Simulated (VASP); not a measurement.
Here is the system:

```
CaF2
1.0
    0.00000     2.72692     2.72692
    2.72692     0.00000     2.72692
    2.72692     2.72692     0.00000
Ca F
1 2
Direct
  0.00000   0.00000   0.00000
  0.25000   0.25000   0.25000
  0.75000   0.75000   0.75000
```

These are vdW-DF-cx, VASP's PBE PAW potentials (set 64) (plane waves; VASP 6.6.1) values and carry that method's errors. Settings: 520 eV cut-off, 8×8×8 Γ-centred mesh, tetrahedra with Blöchl corrections, potentials Ca_sv F.

Estimate the energy per atom (σ→0), band gap (on the k-mesh) with the smallest direct gap where there is one.

band gap (on the k-mesh): 7.39 eV
smallest direct gap (on the k-mesh): 7.65 eV
energy per atom (σ→0): -3.760 eV/atom

Only differences to runs with the same potentials and settings are physical.

The compound is CaF2 in the fluorite structure. It was relaxed first.
